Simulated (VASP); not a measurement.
Here is the system:

```
Rb
1.0
   -2.69853     2.69853     2.69853
    2.69853    -2.69853     2.69853
    2.69853     2.69853    -2.69853
Rb
1
Direct
  0.00000   0.00000   0.00000
```

Method: optB88-vdW, VASP's PBE PAW potentials (set 64) (plane waves; VASP). Numerical set-up: 520 eV cut-off, 9×9×9 Γ-centred mesh, first-order Methfessel-Paxton smearing of 0.10 eV, potentials Rb_sv.

Predict the energy per atom (σ→0), band gap (on the k-mesh) with the smallest direct gap where there is one.

```yaml
band gap (on the k-mesh): none (metal, semimetal or under 0.01 eV)
energy per atom (σ→0): 1.214 eV/atom
```

Total energies compare only between runs with the same potentials, cut-off and functional.

The compound is Rb in the bcc structure. This cell is one point of a volume scan, at 0.94 of the reference volume.
